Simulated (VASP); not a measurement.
Here is the system:

```
CELL_PARAMETERS angstrom
      5.07788     0.00000    -0.00009
      0.00000     3.15034     0.00000
     -0.00347     0.00000     5.45354
ATOMIC_POSITIONS crystal
  Al 0.50011 0.50000 0.16735
  Al 0.00087 0.50000 0.83506
  Al 0.00097 0.00000 0.33151
  Ga 0.49964 0.00000 0.66619
  N  0.10999 0.00000 0.66630
  N  0.12263 0.50000 0.16723
  N  0.62589 0.50000 0.84135
  N  0.62352 0.00000 0.32521
```

Computed with modified Becke-Johnson potential (mBJ), VASP's PBE PAW potentials (set 64) (plane waves; VASP). Numerical set-up: 500 eV cut-off, 4×6×4 Γ-centred mesh, Gaussian smearing of 0.050 eV, potentials Al Ga_d N.

mBJ is a potential without an energy functional, so only the levels count.

Task: Predict the band gap (over mesh and band path) with the smallest direct gap where there is one.

Result: 
| Property | Result |
|---|---|
| band gap (over mesh and band path) | 4.48 eV |
| smallest direct gap (over mesh and band path) | 4.48 eV |

Only differences to runs with the same potentials and settings are physical.

The structure comes from a computed database's Al3GaN4 entry (Pm); how it stands against other phases isn't given here. It was relaxed first. The cell's shape comes from a PBE relaxation.
